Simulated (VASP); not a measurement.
All values below come from r2SCAN meta-GGA, VASP's PBE PAW potentials (set 64) (plane waves; VASP 6.6.1).

VASP input:

KPOINTS:
```
K-points
0
gamma
 10 10 6
```

### POSCAR
```
Y
1
    1.8420953777    -3.1906030706     0.0000000000
    1.8420953777     3.1906030706    -0.0000000000
    0.0000000000    -0.0000000000     5.6752464321
Y
2
Direct
  0.3333330000   0.6666670000   0.2500000000
  0.6666670000   0.3333330000   0.7500000000
```

INCAR:
```
# general
SYSTEM =Y
PREC   =Accurate
ENCUT  =400   # plane-wave cut-off (eV)
LREAL  =.FALSE.
LASPH  =.TRUE.

# electronic loop
EDIFF  =1E-8   # SCF stop (eV)
NELM   =100   # most electronic steps
ALGO   =Normal
LMAXMIX=4   # l cut-off of mixed one-centre charges
LMIXTAU=.TRUE.

# smearing
ISMEAR =1
SIGMA  =0.1

# functional
METAGGA=R2SCAN

# ions
IBRION =1
NSW    =30   # most ionic steps
ISIF   =2   # forces and stress, cell fixed
EDIFFG =-0.001

# output
LWAVE  =.FALSE.
LCHARG =.FALSE.
```

POTCAR, in this order: Y_sv (PBE.64 set). Program: vasp_std.

The run wrote:

### OSZICAR
```
       N       E                     dE             d eps       ncg     rms          rms(c)
DAV:   1     0.457415774799E+02    0.45742E+02   -0.10483E+04  1688   0.119E+03
DAV:   2    -0.390588982485E+02   -0.84800E+02   -0.83844E+02  2108   0.261E+02
DAV:   3    -0.477414574742E+02   -0.86826E+01   -0.85908E+01  3265   0.465E+01
DAV:   4    -0.479489013465E+02   -0.20744E+00   -0.20742E+00  1898   0.840E+00
DAV:   5    -0.479569847500E+02   -0.80834E-02   -0.80834E-02  2365   0.114E+00    0.308E+01
DAV:   6    -0.422701310397E+02    0.56869E+01   -0.94399E+00  2096   0.150E+01    0.217E+01
DAV:   7    -0.402388534566E+02    0.20313E+01   -0.48180E+00  2919   0.117E+01    0.364E+00
DAV:   8    -0.394810466459E+02    0.75781E+00   -0.24334E+00  2886   0.105E+01    0.574E+00
DAV:   9    -0.402512064376E+02   -0.77016E+00   -0.14898E+00  1680   0.975E+00    0.458E+00
DAV:  10    -0.405324313905E+02   -0.28122E+00   -0.10263E-01  1785   0.324E+00    0.339E-01
DAV:  11    -0.405586593161E+02   -0.26228E-01   -0.74612E-02  1975   0.242E+00    0.118E+00
DAV:  12    -0.405415287987E+02    0.17131E-01   -0.74788E-03  1781   0.878E-01    0.295E-01
DAV:  13    -0.405487147079E+02   -0.71859E-02   -0.59689E-03  1890   0.688E-01    0.469E-01
DAV:  14    -0.405409885210E+02    0.77262E-02   -0.31668E-03  1722   0.540E-01    0.293E-01
DAV:  15    -0.405451958915E+02   -0.42074E-02   -0.21236E-03  1897   0.428E-01    0.573E-02
DAV:  16    -0.405455410324E+02   -0.34514E-03   -0.18281E-04  1974   0.150E-01    0.353E-02
DAV:  17    -0.405454674353E+02    0.73597E-04   -0.10121E-04  2408   0.731E-02    0.159E-02
DAV:  18    -0.405454633415E+02    0.40938E-05   -0.40170E-05  2464   0.461E-02    0.243E-02
DAV:  19    -0.405454547491E+02    0.85924E-05   -0.11820E-05  2514   0.311E-02    0.780E-03
DAV:  20    -0.405454683171E+02   -0.13568E-04   -0.54350E-06  1890   0.198E-02    0.985E-03
DAV:  21    -0.405454659134E+02    0.24037E-05   -0.34023E-07  2338   0.365E-03    0.789E-03
DAV:  22    -0.405454645433E+02    0.13701E-05   -0.12798E-07  1806   0.317E-03    0.389E-03
DAV:  23    -0.405454610366E+02    0.35066E-05   -0.24697E-07  1764   0.423E-03    0.376E-04
DAV:  24    -0.405454618289E+02   -0.79230E-06   -0.11689E-08  1267   0.761E-04    0.591E-04
DAV:  25    -0.405454606714E+02    0.11575E-05   -0.10695E-08  1113   0.858E-04    0.924E-05
DAV:  26    -0.405454615638E+02   -0.89238E-06   -0.17792E-09   966   0.459E-04    0.466E-05
DAV:  27    -0.405454612103E+02    0.35352E-06   -0.38494E-10   945   0.153E-04    0.213E-05
DAV:  28    -0.405454613667E+02   -0.15645E-06   -0.18375E-10   945   0.872E-05    0.365E-05
DAV:  29    -0.405454614203E+02   -0.53575E-07   -0.14755E-10   945   0.955E-05    0.147E-05
DAV:  30    -0.405454613787E+02    0.41561E-07   -0.49742E-11   910   0.380E-05    0.175E-05
DAV:  31    -0.405454613706E+02    0.81054E-08   -0.27567E-11   924   0.235E-05
   1 F= -.40545461E+02 E0= -.40546012E+02  d E =-.405455E+02
```

**OUTCAR**
```
------------------------ aborting loop because EDIFF is reached ----------------------------------------
  FORCE on cell =-STRESS in cart. coord.  units (eV):
  Direction    XX          YY          ZZ          XY          YZ          ZX
  --------------------------------------------------------------------------------------
  Total       -0.0022016     -0.0022016     -0.0022185      0.0000000     -0.0000000      0.0000000
  in kB       -0.0528738     -0.0528738     -0.0532811      0.0000000     -0.0000000      0.0000000
  external PRESSURE =      -0.0530096 kB  Pullay stress =       0.0000000 kB
  volume of cell :       66.71
      direct lattice vectors                 reciprocal lattice vectors
     1.842095378 -3.190603071  0.000000000     0.271430028 -0.156710186  0.000000000
     1.842095378  3.190603071  0.000000000     0.271430028  0.156710186  0.000000000
     0.000000000  0.000000000  5.675246432     0.000000000  0.000000000  0.176203802
 POSITION                                       TOTAL-FORCE (eV/Angst)
 -----------------------------------------------------------------------------------
      1.84210      1.06354      1.41881        -0.000000     -0.000000      0.000000
      1.84210     -1.06354      4.25643         0.000000      0.000000      0.000000
 -----------------------------------------------------------------------------------
    total drift:                               -0.000069      0.000515     -0.000009
  FREE ENERGIE OF THE ION-ELECTRON SYSTEM (eV)
  ---------------------------------------------------
  free  energy   TOTEN  =       -40.5454613706 eV

  energy  without entropy=      -40.5471119841  energy(sigma->0) =      -40.54601158

 reached required accuracy - stopping structural energy minimisation
```
(Selected blocks of OUTCAR.)

The compound is Y in the hcp structure. It was relaxed first. The start is the result of an earlier pass.
